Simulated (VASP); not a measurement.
Level of theory: PBE GGA, VASP's PBE PAW potentials (set 64) (plane waves; VASP).

VASP input:

KPOINTS:
```
Automatic mesh
0
Gamma
8 8 8
0 0 0
```

**INCAR**
```
SYSTEM = PtAl2
PREC = Accurate
ENCUT = 400
EDIFF = 1E-6
NELM = 100
ALGO = Normal
LREAL = .FALSE.
LASPH = .TRUE.
ISMEAR = 1
SIGMA = 0.1
GGA = PE
LMAXMIX = 6
LWAVE = .FALSE.
LCHARG = .FALSE.
ISIF = 2
NBANDS = 24
```

File POSCAR:
```
PtAl2
1
    0.0000000000     2.9550000000     2.9550000000
    2.9550000000     0.0000000000     2.9550000000
    2.9550000000     2.9550000000     0.0000000000
Al Pt
2 1
Direct
  0.2500000000   0.2500000000   0.2500000000
  0.7500000000   0.7500000000   0.7500000000
  0.0000000000   0.0000000000   0.0000000000
```

POTCAR, in this order: Al Pt (PBE.64 set). Program: vasp_std.

The resulting files:

OSZICAR:
```
       N       E                     dE             d eps       ncg     rms          rms(c)
DAV:   1     0.403279394962E+02    0.40328E+02   -0.50811E+03  1432   0.450E+02
DAV:   2    -0.153503735259E+02   -0.55678E+02   -0.48779E+02  1736   0.112E+02
DAV:   3    -0.167852369811E+02   -0.14349E+01   -0.14243E+01  1720   0.161E+01
DAV:   4    -0.167971651075E+02   -0.11928E-01   -0.11927E-01  1656   0.169E+00
DAV:   5    -0.167973748912E+02   -0.20978E-03   -0.20978E-03  1808   0.228E-01    0.865E+00
DAV:   6    -0.163426720824E+02    0.45470E+00   -0.10777E+00  1560   0.775E+00    0.228E+00
DAV:   7    -0.162605526262E+02    0.82119E-01   -0.88050E-02  1528   0.217E+00    0.169E+00
DAV:   8    -0.162309117772E+02    0.29641E-01   -0.25549E-02  1680   0.934E-01    0.244E-01
DAV:   9    -0.162310201723E+02   -0.10840E-03   -0.83519E-04  1696   0.162E-01    0.154E-01
DAV:  10    -0.162311648315E+02   -0.14466E-03   -0.15956E-04  1664   0.564E-02    0.110E-02
DAV:  11    -0.162311679394E+02   -0.31079E-05   -0.56433E-06  1728   0.148E-02    0.642E-03
DAV:  12    -0.162311694128E+02   -0.14734E-05   -0.28251E-06  1648   0.679E-03    0.611E-04
DAV:  13    -0.162311694041E+02    0.87193E-08   -0.33725E-08  1096   0.864E-04
   1 F= -.16231169E+02 E0= -.16231415E+02  d E =0.736353E-03
```

OUTCAR:
```
------------------------ aborting loop because EDIFF is reached ----------------------------------------
  FORCE on cell =-STRESS in cart. coord.  units (eV):
  Direction    XX          YY          ZZ          XY          YZ          ZX
  --------------------------------------------------------------------------------------
  Total        0.7385638      0.7385638      0.7385638     -0.0000000      0.0000000      0.0000000
  in kB       22.9295833     22.9295833     22.9295833     -0.0000000      0.0000000      0.0000000
  external PRESSURE =      22.9295833 kB  Pullay stress =       0.0000000 kB
  volume of cell :       51.61
      direct lattice vectors                 reciprocal lattice vectors
     0.000000000  2.955000000  2.955000000    -0.169204738  0.169204738  0.169204738
     2.955000000  0.000000000  2.955000000     0.169204738 -0.169204738  0.169204738
     2.955000000  2.955000000  0.000000000     0.169204738  0.169204738 -0.169204738
 POSITION                                       TOTAL-FORCE (eV/Angst)
 -----------------------------------------------------------------------------------
      1.47750      1.47750      1.47750        -0.000000     -0.000000      0.000000
      4.43250      4.43250      4.43250         0.000000      0.000000     -0.000000
      0.00000      0.00000      0.00000        -0.000000      0.000000     -0.000000
 -----------------------------------------------------------------------------------
    total drift:                               -0.000000     -0.000000      0.000000
  FREE ENERGIE OF THE ION-ELECTRON SYSTEM (eV)
  ---------------------------------------------------
  free  energy   TOTEN  =       -16.2311694041 eV

  energy  without entropy=      -16.2319057576  energy(sigma->0) =      -16.23141486
```
(Selected blocks of OUTCAR.)

### OUTCAR
```
 val. band max:        7.7987901754   @ k =   0.3750   0.2500   0.0000

 cond. band min:       7.8979537051   @ k =  -0.3750   0.1250   0.0000


 Fermi energy:         7.8422125709

 k-point     1 :       0.0000    0.0000    0.0000
  band No.  band energies     occupation
      1      -2.3298      2.00000
      2       2.8494      2.00000
      3       2.8494      2.00000
      4       2.8494      2.00000
      5       4.2072      2.00000
      6       4.2072      2.00000
      7      10.8527      0.00000
      8      11.7228      0.00000
      9      11.7228      0.00000
     10      11.7228      0.00000
     11      13.3104      0.00000
     12      13.3104      0.00000
     13      13.3104      0.00000
     14      14.2351      0.00000
     15      14.2351      0.00000
     16      14.2351      0.00000
     17      16.0101      0.00000
     18      17.2998      0.00000
     19      17.2998      0.00000
     20      20.5537      0.00000
     21      29.1529      0.00000
     22      29.1529      0.00000
     23      29.1531      0.00000
     24      29.5214      0.00000

 k-point     2 :       0.1250    0.0000    0.0000
  band No.  band energies     occupation
      1      -2.1153      2.00000
      2       2.7240      2.00000
      3       2.9198      2.00000
      4       2.9198      2.00000
      5       4.1847      2.00000
      6       4.1847      2.00000
      7       9.5464     -0.00000
      8      11.1669      0.00000
      9      11.1669      0.00000
     10      11.1913      0.00000
     11      13.8251      0.00000
     12      13.8510      0.00000
     13      13.8510      0.00000
     14      13.9642      0.00000
     15      13.9642      0.00000
     16      14.5913      0.00000
     17      17.3977      0.00000
     18      18.0470      0.00000
     19      18.0470      0.00000
     20      21.3621      0.00000
     21      27.2928      0.00000
     22      27.2928      0.00000
     23      27.6796      0.00000
     24      29.6767      0.00000
...
```

Unless said otherwise, spin-orbit coupling is left out, though it shifts the bands of the heavy elements here.

The compound is PtAl2 in the fluorite structure. The cell was not relaxed at this level. The run is one of a series of settings (NBANDS = 24 against the base run), some of them coarse on purpose.
